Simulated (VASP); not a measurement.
All values below come from PBE GGA, VASP's PBE PAW potentials (set 64) (plane waves; VASP 6.6.1).

VASP ran on this input.

File KPOINTS:
```
kpoints
0
Gamma
  4 4 4
```

### INCAR
```
SYSTEM = YSi2
PREC = Accurate
ENCUT = 300
EDIFF = 1E-6
NELM = 100
ALGO = Normal
LREAL = .FALSE.
LASPH = .TRUE.
ISMEAR = 0
SIGMA = 0.272
GGA = PE
LMAXMIX = 4
LWAVE = .FALSE.
LCHARG = .FALSE.
ISIF = 2
```

**POSCAR**
```
YSi2
1
    0.0000000000     4.4746050000     4.6279960000
    2.5980210000     0.0000000000     4.6279960000
    2.5980210000     4.4746050000     0.0000000000
Si Y
4 2
Direct
  0.6635000000   0.3365000000   0.6635000000
  0.3365000000   0.6635000000   0.3365000000
  0.5865000000   0.9135000000   0.5865000000
  0.9135000000   0.5865000000   0.9135000000
  0.0000000000   0.0000000000   0.0000000000
  0.2500000000   0.2500000000   0.2500000000
```

POTCAR, in this order: Si Y_sv (PBE.64 set). Program: vasp_std.

The resulting files:

File OUTCAR:
```
 ion  position               nearest neighbor table
   1  0.663  0.337  0.663-   3 2.74   3 2.74   6 2.76   6 2.76   2 2.93   5 2.98   5 2.98   5 3.01
                             2 3.02   2 3.02
   2  0.337  0.663  0.337-   4 2.74   4 2.74   6 2.76   6 2.76   1 2.93   5 2.98   5 2.98   5 3.01
                             1 3.02   1 3.02
   3  0.587  0.913  0.587-   1 2.74   1 2.74   5 2.76   5 2.76   4 2.93   6 2.98   6 2.98   6 3.01
                             4 3.02   4 3.02
   4  0.913  0.587  0.913-   2 2.74   2 2.74   5 2.76   5 2.76   3 2.93   6 2.98   6 2.98   6 3.01
                             3 3.02   3 3.02
   5  0.000  0.000  0.000-   3 2.76   4 2.76   3 2.76   4 2.76   1 2.98   1 2.98   2 2.98   2 2.98
                             2 3.01   1 3.01   6 3.47   6 3.47   6 3.47   6 3.47
   6  0.250  0.250  0.250-   2 2.76   1 2.76   2 2.76   1 2.76   3 2.98   4 2.98   3 2.98   4 2.98
                             4 3.01   3 3.01   5 3.47   5 3.47   5 3.47   5 3.47
  LATTYP: Found a face centered orthorhombic cell.
 ALAT       =     5.1960420000
 B/A-ratio  =     1.7223128681
 C/A-ratio  =     1.7813543463
 Subroutine PRICEL returns:
 Original cell was already a primitive cell.
 Subroutine GETGRP returns: Found  8 space group operations
The static configuration has the point symmetry D_2 .
 The point group associated with its full space group is D_2h.
The dynamic configuration has the point symmetry D_2 .
 Subroutine INISYM returns: Found  8 space group operations
 Subroutine IBZKPT returns following result:
...
```

### OSZICAR
```
       N       E                     dE             d eps       ncg     rms          rms(c)
DAV:   1     0.117961682885E+03    0.11796E+03   -0.13353E+04   828   0.102E+03
DAV:   2    -0.264536619837E+02   -0.14442E+03   -0.14190E+03  1011   0.238E+02
DAV:   3    -0.360386508454E+02   -0.95850E+01   -0.93812E+01  1466   0.448E+01
DAV:   4    -0.363021101136E+02   -0.26346E+00   -0.26334E+00  1006   0.779E+00
DAV:   5    -0.363102509789E+02   -0.81409E-02   -0.81404E-02  1266   0.121E+00    0.567E+01
DAV:   6    -0.358047718974E+02    0.50548E+00   -0.10994E+00   983   0.536E+00    0.363E+01
DAV:   7    -0.357808135570E+02    0.23958E-01   -0.13539E+00  1477   0.553E+00    0.307E+00
DAV:   8    -0.357433399977E+02    0.37474E-01   -0.38037E-01   926   0.312E+00    0.627E-01
DAV:   9    -0.357431623943E+02    0.17760E-03   -0.25625E-02  1063   0.807E-01    0.625E-01
DAV:  10    -0.357431281301E+02    0.34264E-04   -0.74356E-04  1300   0.140E-01    0.178E-01
DAV:  11    -0.357431203587E+02    0.77714E-05   -0.39780E-04  1155   0.106E-01    0.169E-01
DAV:  12    -0.357431165385E+02    0.38202E-05   -0.34037E-05  1110   0.333E-02    0.773E-02
DAV:  13    -0.357431144934E+02    0.20451E-05   -0.81432E-06  1045   0.168E-02    0.812E-03
DAV:  14    -0.357431143787E+02    0.11477E-06   -0.66134E-07   624   0.428E-03
   1 F= -.35743114E+02 E0= -.35664081E+02  d E =-.158068E+00
```

OUTCAR:
```
------------------------ aborting loop because EDIFF is reached ----------------------------------------
  FORCE on cell =-STRESS in cart. coord.  units (eV):
  Direction    XX          YY          ZZ          XY          YZ          ZX
  --------------------------------------------------------------------------------------
  Total        6.6388038      4.1927198      8.3931826      0.0000000      0.0000000      0.0000000
  in kB       98.8507759     62.4289590    124.9732098      0.0000000      0.0000000      0.0000000
  external PRESSURE =      95.4176482 kB  Pullay stress =       0.0000000 kB
  volume of cell :      107.60
      direct lattice vectors                 reciprocal lattice vectors
     0.000000000  4.474605000  4.627996000    -0.192454180  0.111741707  0.108038123
     2.598021000  0.000000000  4.627996000     0.192454180 -0.111741707  0.108038123
     2.598021000  4.474605000  0.000000000     0.192454180  0.111741707 -0.108038123
 POSITION                                       TOTAL-FORCE (eV/Angst)
 -----------------------------------------------------------------------------------
      2.59802      5.93780      4.62800        -0.000000     -0.500842     -0.000000
      2.59802      3.01141      4.62800        -0.000000      0.500842     -0.000000
      3.89703      5.24871      6.94199         0.000000      0.500842      0.000000
      3.89703      8.17510      6.94199         0.000000     -0.500842      0.000000
      0.00000      0.00000      0.00000        -0.000000      0.000000     -0.000000
      1.29901      2.23730      2.31400         0.000000      0.000000      0.000000
 -----------------------------------------------------------------------------------
    total drift:                                0.000000      0.000000      0.000000
  FREE ENERGIE OF THE ION-ELECTRON SYSTEM (eV)
  ---------------------------------------------------
  free  energy   TOTEN  =       -35.7431143787 eV

  energy  without entropy=      -35.5850466668  energy(sigma->0) =      -35.66408052
```
(Selected blocks of OUTCAR.)

At this cut-off the stress carries a Pulay error, which pulls relaxed volumes low.

The structure was generated: YSi2 was put into an ordered model structure, which need not be its known phase. The cell was not relaxed at this level, and its volume differs by -5.9 % from the start's. The k-mesh is coarse (spacing up to 0.39 per Å, 2π included), so the numbers may not be converged in it.
